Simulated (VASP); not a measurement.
Given:

```yaml
crystal:
  lattice:
    - [2.20937, -3.82675, 0.00000]
    - [2.20937, 3.82675, 0.00000]
    - [0.00000, 0.00000, 7.20398]
  atoms:
    - { symbol: Cd, position: [0.66667, 0.33333, 0.50002] }
    - { symbol: Cd, position: [0.33333, 0.66667, 0.00002] }
    - { symbol: Se, position: [0.66667, 0.33333, 0.87598] }
    - { symbol: Se, position: [0.33333, 0.66667, 0.37598] }
```

These are vdW-DF-cx, VASP's PBE PAW potentials (set 64) (plane waves; VASP 6.6.1) values and carry that method's errors. Settings: 520 eV cut-off, 6×6×3 Γ-centred mesh, Gaussian smearing of 0.050 eV, potentials Cd Se.

Problem. Give the stress tensor in GPa (positive for a compressed cell).

Solution. 
```
-2.65   0.00   0.00
 0.00  -2.65   0.00
 0.00   0.00  -2.59
```
The pressure is its mean diagonal, -2.63 GPa.

The compound is CdSe in the wurtzite structure. This cell is one point of a volume scan, at 1.06 of the reference volume.
